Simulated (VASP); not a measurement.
Write the native input for VASP 6.6.1 that does the following.

* Task: single point
* Functional: PBE
* Potentials or basis: VASP PAW PBE potentials, release 64 (C)
* Cutoff: 700 eV
* k mesh: 14 × 14 × 14
* Occupations: gaussian, width 0.02 eV
* Spin: no spin polarisation
* Further INCAR settings: ALGO = Normal; EDIFF = 1e-07

The structure of C lies in POSCAR:

```
C                                       
1.0
    0.0000000000      1.8031275865      1.8031275865
    1.8031275865      0.0000000000      1.8031275865
    1.8031275865      1.8031275865      0.0000000000
  C             
     2
Direct
     0.0000000000000000    0.0000000000000000    0.0000000000000000
     0.2500000000000000    0.2500000000000000    0.2500000000000000
```

This isn't the form of C at room conditions, which is graphite.

The cell isn't the ideal one: a relaxed cell with its volume scaled by 1.03.

These files were run (other wordings do the same):

INCAR

```
SYSTEM = C
PREC     = Accurate       ! precision mode
ENCUT    = 700            ! plane-wave cutoff, eV
EDIFF    = 1E-7           ! SCF threshold, eV
ISMEAR   = 0              ! smearing method
SIGMA    = 0.02           ! smearing width, eV
LREAL    = .FALSE.        ! projectors in reciprocal space
LASPH    = .TRUE.         ! aspherical terms in the spheres
NELM     = 60             ! most SCF steps
ALGO     = Normal         ! electronic algorithm
ISIF     = 2              ! what is computed and relaxed
LWAVE    = .FALSE.        ! write WAVECAR
LCHARG   = .FALSE.        ! write CHGCAR
GGA      = PE             ! functional
```

KPOINTS

```
regular mesh
0
G
  14 14 14
  0 0 0
```

Potentials or basis: VASP PAW PBE potentials, release 64 (C).

The run is started by

```console
$ cat potpaw_PBE.64/C/POTCAR > POTCAR
$ mpirun -np 1 vasp_std > vasp.out
```

Results of the run:

```json
{
 "Pressure": "-12.2 GPa",
 "Band gap on the k mesh": "4.06 eV, indirect (least direct gap 5.50 eV)"
}
```

It took 4.8 s on 1 thread of Intel(R) Xeon(R) 6975P-C (Granite Rapids), with other jobs on the host, peak memory 0.14 GiB.
